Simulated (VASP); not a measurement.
The system is PtSe2.

```
Pt Se
1.0
     3.72400    0.00000    0.00000
    -1.86200    3.22508    0.00000
     0.00000    0.00000    5.06200
Pt Se
1 2
Direct
  0.00000 0.00000 0.00000
  0.33333 0.66667 0.25000
  0.66667 0.33333 0.75000
```

- Program: VASP 6.6.1
- Task: relaxation of cell and atoms
- Functional: PBE
- Dispersion: D3(BJ)
- Potentials or basis: VASP PAW PBE potentials, release 64 (Pt, Se)
- Cutoff: 520 eV
- k mesh: 9 × 9 × 6
- Occupations: gaussian, width 0.02 eV
- Spin: no spin polarisation

At the start: pressure 3.5 GPa; volume 20.27 Å³/atom.

Task: Where does the relaxation end?

Result: Over 6 steps the energy falls by 13.7 meV/atom and the volume is 20.25 Å³/atom (-0.1 %); space group P-3m1 (No. 164, to 0.05 Å).

The path:
```tsv
step	energy change (eV)	largest force (eV/Å)	pressure (GPa)	volume (Å³)
1	0.0000	0.6174	3.45	60.80
2	0.0309	0.3915	-5.82	64.72
3	-0.0238	0.1843	-0.60	62.30
4	-0.0238	0.1923	-0.52	62.27
5	-0.0292	0.1622	-0.44	61.89
6	-0.0412	0.0667	-0.11	60.74
```

Final structure:
```xyz
3
Lattice="3.7513 0.0000 0.0000 -1.8756 3.2487 0.0000 0.0000 0.0000 4.9839" Properties=species:S:1:pos:R:3 pbc="T T T"
Pt    0.0000    0.0000    0.0000
Se    0.0000    2.1658    1.2937
Se    1.8756    1.0829    3.6902
```

Caveat: pairwise dispersion overbinds metals, which lowers pressure and volume.
